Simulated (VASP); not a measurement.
VASP input:

**KPOINTS**
```
Automatic mesh
0
gamma
 14 14 10
```

**INCAR**
```
! general
SYSTEM  = TiAl
PREC    = Accurate
ENCUT   = 520   ! plane-wave cut-off (eV)
LREAL   = .FALSE.
LASPH   = .TRUE.   ! aspherical one-centre terms

! electronic loop
EDIFF   = 1E-7   ! SCF stop (eV)
NELM    = 100   ! most electronic steps
ALGO    = Normal   ! blocked Davidson
LMAXMIX = 4   ! l cut-off of mixed one-centre charges

! smearing
ISMEAR  = -5

! functional
GGA     = 91   ! PW91

! ions
ISIF    = 2   ! forces and stress, cell fixed

! output
LWAVE   = .FALSE.
LCHARG  = .TRUE.
LORBIT  = 11
NEDOS   = 601
```

### POSCAR
```
TiAl
1
    2.8255231611     0.0000000000     0.0000000000
    0.0000000000     2.8255231611     0.0000000000
    0.0000000000     0.0000000000     4.0643082479
Ti Al
1 1
Direct
  0.0000000000   0.0000000000   0.0000000000
  0.5000000000   0.5000000000   0.5000000000
```

POTCAR, in this order: Ti_sv Al (PBE.64 set). Program: vasp_std.

### Question
Write an equivalent input for Quantum ESPRESSO's pw.x.

### Answer
One equivalent input (not run):
```
&CONTROL
  calculation = 'scf'
  pseudo_dir = './pseudo'
  outdir = './out'
  tprnfor = .true.
  tstress = .true.
/
&SYSTEM
  ibrav = 0
  nat = 2
  ntyp = 2
  ecutwfc = 84
  occupations = 'tetrahedra'
  input_dft = 'pw91'
/
&ELECTRONS
  conv_thr = 7.3e-09
  electron_maxstep = 100
/
ATOMIC_SPECIES
  Ti 47.867 Ti.upf
  Al 26.982 Al.upf
CELL_PARAMETERS angstrom
     2.8255232    0.0000000    0.0000000
     0.0000000    2.8255232    0.0000000
     0.0000000    0.0000000    4.0643082
ATOMIC_POSITIONS crystal
  Ti   0.0000000  0.0000000  0.0000000
  Al   0.5000000  0.5000000  0.5000000
K_POINTS automatic
  14 14 10 0 0 0
```
What does not carry over: the potentials are each code's own (VASP's PAW set, PseudoDojo norm-conserving files in pw.x), so ENCUT and ecutwfc are chosen apart and not converted; conv_thr bounds pw.x's estimated SCF error, while EDIFF bounds the energy change between steps.

The compound is TiAl in the L1_0 structure. It was relaxed first.
